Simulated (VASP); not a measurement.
The system is Mn2FeN2.

```xyz
5
Lattice="2.6151 -1.5151 0.0000 2.6151 1.5151 0.0000 -0.0147 0.0000 5.9273" Properties=species:S:1:pos:R:3 pbc="T T T"
Fe   -0.0074    0.0000    2.9637
Mn    3.4743    0.0000    4.9379
Mn    1.7412    0.0000    0.9894
N     3.4874    0.0000    1.5556
N     1.7281    0.0000    4.3717
```

The cell comes from a database or a generator and needn't be the stable form of this composition.

| Quantity | Value |
| --- | --- |
| Program | VASP 6.6.1 |
| Task | single point |
| Functional | PBE |
| Potentials or basis | VASP PAW PBE potentials, release 64 (Fe, Mn_pv, N) |
| Cutoff | 520 eV |
| k mesh | 10 × 10 × 5 |
| Occupations | fermi-dirac, width 0.05 eV |
| Spin | collinear spin, ferromagnetic start |
| Starting moments | [3.0, 4.0, 4.0, 0.0, 0.0] μB |

On this cell: pressure -1.5 GPa; largest force 0.108 eV/Å; net moment 1.64 μB per cell; site moments Fe +2.47; Mn -0.43; N +0.04 μB; band gap on the k mesh none (metal or under the smearing width).

The same run follows on a disturbed copy (atoms moved at random, drawn with an rms of 0.05 Å):

```
Fe Mn N
1.0
     2.61512   -1.51510    0.00000
     2.61512    1.51510    0.00000
    -0.01474    0.00000    5.92731
Fe Mn N
1 2 2
Cartesian
  -0.0304 0.0601 2.9771
  3.4774 0.0196 4.8938
  1.7745 -0.0541 0.9866
  3.4882 -0.0003 1.5602
  1.7333 -0.0026 4.3525
```

Task: What does the disturbed cell give?

Result: The energy (extrapolated to zero smearing) moves by +10.6 meV/atom; pressure -0.9 GPa; largest force 1.036 eV/Å; net moment 1.70 μB per cell; site moments Fe +2.37; Mn -0.27, -0.43; N +0.03, +0.02 μB; band gap on the k mesh none (metal or under the smearing width).

Forces in eV/Å, atoms in the order of the input:
```
Fe   0.059 -0.073 -0.276
Mn   0.019 -0.362  0.414
Mn  -0.517  0.887 -0.139
N    0.449 -0.721 -0.018
N   -0.009  0.269  0.019
```

Stress tensor (GPa, compression positive):
```
-0.31  2.92  0.66
 2.92 -2.79 -1.47
 0.66 -1.47  0.30
```

Caveats: only a ferromagnetic start was run, and an antiferromagnetic order may lie lower in energy.
